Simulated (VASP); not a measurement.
OSZICAR of a VASP run on PtS₂ (1T layered):

OSZICAR:
```
       N       E                     dE             d eps       ncg     rms          rms(c)
DAV:   1     0.123822678432E+03    0.12382E+03   -0.10011E+04  1058   0.126E+03
DAV:   2    -0.103822879279E+02   -0.13420E+03   -0.13123E+03  1344   0.241E+02
DAV:   3    -0.169203346196E+02   -0.65380E+01   -0.65056E+01  1309   0.591E+01
DAV:   4    -0.170173416555E+02   -0.97007E-01   -0.96976E-01  1403   0.763E+00
DAV:   5    -0.170197581372E+02   -0.24165E-02   -0.24164E-02  1379   0.113E+00    0.176E+01
DAV:   6    -0.157715560988E+02    0.12482E+01   -0.88752E+00  1071   0.306E+01    0.113E+01
DAV:   7    -0.155035214314E+02    0.26803E+00   -0.16073E+00  1085   0.140E+01    0.537E+00
DAV:   8    -0.154875048785E+02    0.16017E-01   -0.11396E-01  1316   0.240E+00    0.128E+00
DAV:   9    -0.154813195207E+02    0.61854E-02   -0.17120E-02  1260   0.150E+00    0.287E-01
DAV:  10    -0.154815899775E+02   -0.27046E-03   -0.26999E-03  1393   0.373E-01    0.743E-02
DAV:  11    -0.154816422790E+02   -0.52301E-04   -0.78268E-05  1326   0.861E-02    0.432E-02
DAV:  12    -0.154816501754E+02   -0.78964E-05   -0.16685E-05  1253   0.371E-02    0.126E-02
DAV:  13    -0.154816517309E+02   -0.15555E-05   -0.28215E-06  1380   0.124E-02    0.431E-03
DAV:  14    -0.154816521145E+02   -0.38356E-06   -0.45992E-07  1246   0.555E-03    0.149E-03
DAV:  15    -0.154816521539E+02   -0.39422E-07   -0.69903E-09  1141   0.682E-04
   1 F= -.15481652E+02 E0= -.15481652E+02  d E =0.000000E+00
```

Which electronic solver shows in the log?

It is blocked Davidson (ALGO = Normal, or the opening steps of other solvers). The INCAR had ALGO = Normal.

Can the final energy be trusted as converged?

Self-consistency was reached. It stopped with EDIFF = 1E-7, NELM = 100 (PW91 GGA, plane waves, VASP's PBE PAW potentials (set 64)). Without a dispersion term in the relaxation, distances and binding between the weakly bound layers, chains or molecules are unreliable, and so is what depends on them.

The compound is PtS2 in the 1T layered structure. It was relaxed first, which changed the volume by +33 %.
